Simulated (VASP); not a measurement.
Computed with r2SCAN meta-GGA, VASP's PBE PAW potentials (set 64) (plane waves; VASP).

VASP ran on this input.

File KPOINTS:
```
Automatic mesh
0
Gamma
9 9 1
0 0 0
```

### POSCAR
```
Au(100) slab
1
    2.9173396806    -0.0000000000    -0.0000000000
   -0.0000000000     2.9173396806     0.0000000000
    0.0000000000     0.0000000000    27.5453875496
Au
6
Direct
  0.0000000000   0.5000000000   0.3127750000
  0.5000000000   0.0000000000   0.3876650000
  0.0000000000   0.5000000000   0.4625550000
  0.5000000000   0.0000000000   0.5374450000
  0.0000000000   0.5000000000   0.6123350000
  0.5000000000   0.0000000000   0.6872250000
```

### INCAR
```
! general
SYSTEM =Au(100) slab
PREC   =Normal
ENCUT  =400
LREAL  =.FALSE.
LASPH  =.TRUE.

! electronic loop
EDIFF  =1E-5
NELM   =100   ! most electronic steps
NELMIN =4
ALGO   =Normal   ! blocked Davidson
LMAXMIX=6   ! l cut-off of mixed one-centre charges
LMIXTAU=.TRUE.

! smearing
ISMEAR =1   ! Methfessel-Paxton
SIGMA  =0.1   ! width (eV)

! functional
METAGGA=R2SCAN

! ions
IBRION =2
NSW    =50   ! most ionic steps
ISIF   =2   ! forces and stress, cell fixed
EDIFFG =-0.03

! output
LWAVE  =.TRUE.
LCHARG =.FALSE.

! other
LDIPOL =.TRUE.
IDIPOL =3
DIPOL  =0.5 0.5 0.5
```

POTCAR, in this order: Au (PBE.64 set). Program: vasp_std.

Output

**OUTCAR**
```
 ion  position               nearest neighbor table
   1  0.000  0.500  0.313-   2 2.92   2 2.92   2 2.92   2 2.92
   2  0.500  0.000  0.388-   1 2.92   1 2.92   1 2.92   1 2.92   3 2.92   3 2.92   3 2.92   3 2.92
  LATTYP: Found a simple tetragonal cell.
 ALAT       =     2.9173396806
 C/A-ratio  =     9.4419541656
 Subroutine PRICEL returns:
 Original cell was already a primitive cell.
 Subroutine GETGRP returns: Found 16 space group operations
The static configuration has the point symmetry D_2d.
 The point group associated with its full space group is D_4h.
The dynamic configuration has the point symmetry D_2d.
 Subroutine INISYM returns: Found 16 space group operations
 Subroutine IBZKPT returns following result:
 Found     15 irreducible k-points:

 Following reciprocal coordinates:
            Coordinates               Weight
  0.000000  0.000000  0.000000      1.000000
  0.111111  0.000000  0.000000      4.000000
  0.222222  0.000000  0.000000      4.000000
  0.333333  0.000000  0.000000      4.000000
  0.444444  0.000000  0.000000      4.000000
  0.111111  0.111111  0.000000      4.000000
  0.222222  0.111111  0.000000      8.000000
...
```

### OSZICAR
```
...
DAV:  63    -0.302491706473E+03   -0.82473E-05   -0.12615E-06   697   0.555E-03
   1 F= -.30249171E+03 E0= -.30249195E+03  d E =-.302492E+03
       N       E                     dE             d eps       ncg     rms          rms(c)
DAV:   1    -0.302489953899E+03    0.17443E-02   -0.10704E+00  1170   0.440E+00    0.211E-01
DAV:   2    -0.302492170432E+03   -0.22165E-02   -0.18437E-02  1233   0.797E-01    0.161E-01
DAV:   3    -0.302494418312E+03   -0.22479E-02   -0.18030E-03  1214   0.318E-01    0.739E-02
DAV:   4    -0.302494166019E+03    0.25229E-03   -0.73147E-04  1207   0.129E-01    0.559E-02
DAV:   5    -0.302494571267E+03   -0.40525E-03   -0.53021E-04  1191   0.114E-01    0.287E-02
DAV:   6    -0.302494710168E+03   -0.13890E-03   -0.80223E-05  1106   0.640E-02    0.149E-02
DAV:   7    -0.302494718433E+03   -0.82650E-05   -0.50747E-05  1098   0.378E-02
   2 F= -.30249472E+03 E0= -.30249500E+03  d E =-.301196E-02
       N       E                     dE             d eps       ncg     rms          rms(c)
DAV:   1    -0.302470059789E+03    0.24650E-01   -0.62316E+00  1170   0.106E+01    0.486E-01
DAV:   2    -0.302486852542E+03   -0.16793E-01   -0.97855E-02  1205   0.176E+00    0.285E-01
DAV:   3    -0.302493921809E+03   -0.70693E-02   -0.12387E-02  1207   0.758E-01    0.113E-01
DAV:   4    -0.302494662876E+03   -0.74107E-03   -0.55463E-03  1170   0.366E-01    0.107E-01
DAV:   5    -0.302495539020E+03   -0.87614E-03   -0.20537E-03  1214   0.251E-01    0.347E-02
DAV:   6    -0.302495607720E+03   -0.68700E-04   -0.65111E-04  1170   0.189E-01    0.251E-02
DAV:   7    -0.302496183100E+03   -0.57538E-03   -0.27901E-04  1202   0.104E-01    0.729E-03
DAV:   8    -0.302496261099E+03   -0.77998E-04   -0.28818E-05   969   0.366E-02    0.414E-03
DAV:   9    -0.302496279868E+03   -0.18769E-04   -0.59723E-06   690   0.214E-02    0.306E-03
DAV:  10    -0.302496278555E+03    0.13126E-05   -0.44226E-06   690   0.168E-02
   3 F= -.30249628E+03 E0= -.30249658E+03  d E =-.457208E-02
       N       E                     dE             d eps       ncg     rms          rms(c)
DAV:   1    -0.302493677812E+03    0.26021E-02   -0.68772E-01  1170   0.354E+00    0.158E-01
DAV:   2    -0.302492600891E+03    0.10769E-02   -0.13713E-02  1170   0.651E-01    0.937E-02
DAV:   3    -0.302496851738E+03   -0.42508E-02   -0.42231E-03  1170   0.369E-01    0.391E-02
DAV:   4    -0.302495959424E+03    0.89231E-03   -0.15357E-03  1177   0.215E-01    0.379E-02
DAV:   5    -0.302496673207E+03   -0.71378E-03   -0.39536E-04  1170   0.131E-01    0.189E-02
DAV:   6    -0.302496773864E+03   -0.10066E-03   -0.43709E-05  1042   0.467E-02    0.919E-03
DAV:   7    -0.302496785499E+03   -0.11635E-04   -0.15834E-05   754   0.258E-02    0.317E-03
DAV:   8    -0.302496758451E+03    0.27048E-04   -0.71355E-06   698   0.212E-02    0.157E-03
DAV:   9    -0.302496761037E+03   -0.25858E-05   -0.36830E-06   690   0.159E-02
   4 F= -.30249676E+03 E0= -.30249706E+03  d E =-.505456E-02
       N       E                     dE             d eps       ncg     rms          rms(c)
DAV:   1    -0.302495534365E+03    0.12241E-02   -0.49010E-01  1170   0.302E+00    0.110E-01
DAV:   2    -0.302495665849E+03   -0.13148E-03   -0.76086E-03  1251   0.489E-01    0.577E-02
DAV:   3    -0.302497253517E+03   -0.15877E-02   -0.89240E-04  1193   0.205E-01    0.378E-02
DAV:   4    -0.302497245445E+03    0.80714E-05   -0.15442E-04  1255   0.603E-02    0.215E-02
DAV:   5    -0.302497430941E+03   -0.18550E-03   -0.80602E-05  1104   0.556E-02    0.987E-03
DAV:   6    -0.302497468946E+03   -0.38005E-04   -0.30608E-05   865   0.461E-02    0.571E-03
DAV:   7    -0.302497492266E+03   -0.23320E-04   -0.91662E-06   747   0.161E-02    0.273E-03
DAV:   8    -0.302497490923E+03    0.13430E-05   -0.31397E-06   697   0.151E-02
   5 F= -.30249749E+03 E0= -.30249773E+03  d E =-.729886E-03
       N       E                     dE             d eps       ncg     rms          rms(c)
DAV:   1    -0.302492758087E+03    0.47342E-02   -0.12744E+00  1170   0.486E+00    0.179E-01
DAV:   2    -0.302494243334E+03   -0.14852E-02   -0.19627E-02  1252   0.780E-01    0.929E-02
DAV:   3    -0.302497527784E+03   -0.32844E-02   -0.21726E-03  1207   0.322E-01    0.614E-02
DAV:   4    -0.302497450197E+03    0.77586E-04   -0.37547E-04  1269   0.952E-02    0.346E-02
DAV:   5    -0.302497758118E+03   -0.30792E-03   -0.18312E-04  1230   0.840E-02    0.161E-02
DAV:   6    -0.302497809914E+03   -0.51796E-04   -0.60487E-05  1055   0.626E-02    0.931E-03
DAV:   7    -0.302497879163E+03   -0.69249E-04   -0.22195E-05   877   0.251E-02    0.442E-03
DAV:   8    -0.302497895578E+03   -0.16415E-04   -0.42862E-06   690   0.133E-02    0.342E-03
DAV:   9    -0.302497923426E+03   -0.27848E-04   -0.30387E-06   690   0.117E-02    0.336E-03
DAV:  10    -0.302497945599E+03   -0.22173E-04   -0.25861E-06   718   0.107E-02    0.205E-03
DAV:  11    -0.302497972200E+03   -0.26601E-04   -0.27796E-06   690   0.119E-02    0.177E-03
DAV:  12    -0.302497996026E+03   -0.23826E-04   -0.18542E-06   690   0.108E-02    0.694E-04
DAV:  13    -0.302497988357E+03    0.76692E-05   -0.33551E-06   690   0.146E-02
   6 F= -.30249799E+03 E0= -.30249813E+03  d E =-.122732E-02
       N       E                     dE             d eps       ncg     rms          rms(c)
DAV:   1    -0.302495887679E+03    0.21083E-02   -0.78326E-01  1170   0.384E+00    0.112E-01
DAV:   2    -0.302496353335E+03   -0.46566E-03   -0.11097E-02  1259   0.582E-01    0.640E-02
DAV:   3    -0.302498160910E+03   -0.18076E-02   -0.95945E-04  1194   0.213E-01    0.510E-02
DAV:   4    -0.302498126590E+03    0.34320E-04   -0.97247E-05  1278   0.526E-02    0.262E-02
DAV:   5    -0.302498439409E+03   -0.31282E-03   -0.93094E-05  1191   0.601E-02    0.134E-02
DAV:   6    -0.302498475455E+03   -0.36046E-04   -0.21005E-05   756   0.434E-02    0.456E-03
DAV:   7    -0.302498601138E+03   -0.12568E-03   -0.22512E-05   838   0.254E-02    0.514E-03
DAV:   8    -0.302498634995E+03   -0.33857E-04   -0.59995E-06   706   0.181E-02    0.239E-03
DAV:   9    -0.302498669578E+03   -0.34584E-04   -0.31950E-06   725   0.117E-02    0.244E-03
DAV:  10    -0.302498685337E+03   -0.15758E-04   -0.22340E-06   690   0.112E-02    0.159E-03
DAV:  11    -0.302498699831E+03   -0.14495E-04   -0.34769E-06   690   0.135E-02    0.116E-03
DAV:  12    -0.302498736255E+03   -0.36424E-04   -0.50020E-06   698   0.189E-02    0.565E-04
DAV:  13    -0.302498703603E+03    0.32652E-04   -0.53843E-06   690   0.224E-02    0.619E-04
DAV:  14    -0.302498713207E+03   -0.96046E-05   -0.13265E-06   683   0.932E-03
   7 F= -.30249871E+03 E0= -.30249891E+03  d E =-.724851E-03
       N       E                     dE             d eps       ncg     rms          rms(c)
DAV:   1    -0.302474903928E+03    0.23800E-01   -0.70533E+00  1170   0.115E+01    0.345E-01
DAV:   2    -0.302487282377E+03   -0.12378E-01   -0.99221E-02  1273   0.174E+00    0.190E-01
DAV:   3    -0.302497631488E+03   -0.10349E-01   -0.80585E-03  1228   0.646E-01    0.158E-01
DAV:   4    -0.302497195578E+03    0.43591E-03   -0.75916E-04  1361   0.161E-01    0.775E-02
DAV:   5    -0.302498770418E+03   -0.15748E-02   -0.60174E-04  1205   0.161E-01    0.333E-02
DAV:   6    -0.302498693313E+03    0.77106E-04   -0.13506E-04  1275   0.110E-01    0.128E-02
DAV:   7    -0.302499325609E+03   -0.63230E-03   -0.14248E-04  1220   0.551E-02    0.146E-02
DAV:   8    -0.302499396717E+03   -0.71108E-04   -0.91632E-06   784   0.172E-02    0.856E-03
DAV:   9    -0.302499544310E+03   -0.14759E-03   -0.79527E-06   760   0.206E-02    0.636E-03
DAV:  10    -0.302499619909E+03   -0.75599E-04   -0.61991E-06   690   0.149E-02    0.396E-03
DAV:  11    -0.302499662028E+03   -0.42119E-04   -0.35091E-06   795   0.131E-02    0.343E-03
DAV:  12    -0.302499740156E+03   -0.78128E-04   -0.13226E-05   784   0.263E-02    0.183E-03
DAV:  13    -0.302499733805E+03    0.63511E-05   -0.89732E-06   714   0.278E-02
   8 F= -.30249973E+03 E0= -.30250004E+03  d E =-.174545E-02
```

OUTCAR:
```
------------------------ aborting loop because EDIFF is reached ----------------------------------------
  FORCE on cell =-STRESS in cart. coord.  units (eV):
  Direction    XX          YY          ZZ          XY          YZ          ZX
  --------------------------------------------------------------------------------------
  Total       -2.0682602     -2.0682602     -0.1070304      0.0000000      0.0000000      0.0000000
  in kB      -14.1349046    -14.1349046     -0.7314672      0.0000000      0.0000000      0.0000000
  external PRESSURE =      -9.6670921 kB  Pullay stress =       0.0000000 kB
  volume of cell :      234.44
      direct lattice vectors                 reciprocal lattice vectors
     2.917339681  0.000000000  0.000000000     0.342778048  0.000000000  0.000000000
     0.000000000  2.917339681  0.000000000     0.000000000  0.342778048  0.000000000
     0.000000000  0.000000000 27.545387550     0.000000000  0.000000000  0.036303719
 POSITION                                       TOTAL-FORCE (eV/Angst)
 -----------------------------------------------------------------------------------
      2.91734      1.45867      8.66659        -0.000000     -0.000000      0.005700
      1.45867      0.00000     10.69208        -0.000000      0.000000     -0.007275
      0.00000      1.45867     12.74419        -0.000000     -0.000000      0.017832
      1.45867      0.00000     14.80120        -0.000000      0.000000     -0.017832
      0.00000      1.45867     16.85331         0.000000      0.000000      0.007275
      1.45867      0.00000     18.87879         0.000000      0.000000     -0.005700
 -----------------------------------------------------------------------------------
    total drift:                                0.000000      0.000000     -0.000000
  FREE ENERGIE OF THE ION-ELECTRON SYSTEM (eV)
  ---------------------------------------------------
  free  energy   TOTEN  =      -302.4997338047 eV

  energy  without entropy=     -302.5006439928  energy(sigma->0) =     -302.50003720

 reached required accuracy - stopping structural energy minimisation
```
(Selected blocks of OUTCAR.)

File CONTCAR:
```
Au(100) slab
   1.00000000000000
     2.9173396806000000    0.0000000000000000    0.0000000000000000
     0.0000000000000000    2.9173396806000000    0.0000000000000000
     0.0000000000000000    0.0000000000000000   27.5453875496000009
  Au
     6
Direct
     1.0000000000000000    0.5000000000000000    0.3146295547796509
     0.5000000000000000    0.0000000000000000    0.3881621513437742
     0.0000000000000000    0.5000000000000000    0.4626614704201733
     0.5000000000000000    0.0000000000000000    0.5373385295798269
     0.0000000000000000    0.5000000000000000    0.6118378486562257
     0.5000000000000000    0.0000000000000000    0.6853704452203492
```

File OUTCAR:
```
 val. band max:        0.9200763742   @ k =   0.4444   0.1111   0.0000

 cond. band min:       1.0331535171   @ k =   0.4444   0.2222   0.0000


 Fermi energy:         0.9967721248

 k-point     1 :       0.0000    0.0000    0.0000
  band No.  band energies     occupation
      1      -8.3610      2.00000
      2      -7.5072      2.00000
      3      -6.3581      2.00000
      4      -5.8529      2.00000
      5      -5.5601      2.00000
      6      -5.3535      2.00000
      7      -5.2997      2.00000
      8      -5.2111      2.00000
      9      -4.7304      2.00000
     10      -4.2072      2.00000
     11      -3.7467      2.00000
     12      -3.6006      2.00000
     13      -3.5240      2.00000
     14      -3.5240      2.00000
     15      -3.0831      2.00000
     16      -3.0831      2.00000
     17      -2.6879      2.00000
     18      -2.5217      2.00000
     19      -2.4559      2.00000
     20      -2.4559      2.00000
     21      -2.1486      2.00000
     22      -2.1412      2.00000
     23      -2.1338      2.00000
     24      -1.8964      2.00000
     25      -1.7250      2.00000
     26      -1.7250      2.00000
     27      -1.5892      2.00000
     28      -1.2811      2.00000
     29      -1.0399      2.00000
     30      -1.0399      2.00000
     31      -0.9255      2.00000
     32      -0.8978      2.00000
     33      -0.7161      2.00000
     34      -0.7161      2.00000
     35      -0.6941      2.00000
     36       1.5616     -0.00000
     37       2.7322     -0.00000
     38       6.2157      0.00000
     39       6.3432      0.00000

 k-point     2 :       0.1111    0.0000    0.0000
  band No.  band energies     occupation
      1      -8.0821      2.00000
      2      -7.2584      2.00000
      3      -6.1576      2.00000
      4      -5.6881      2.00000
      5      -5.3835      2.00000
      6      -5.2106      2.00000
      7      -5.1346      2.00000
      8      -5.0220      2.00000
      9      -4.5816      2.00000
...
```

Unless said otherwise, spin-orbit coupling is left out, though it shifts the bands of the heavy elements here.

The cell is a thin slab with vacuum, built from Au (fcc): (100) face.
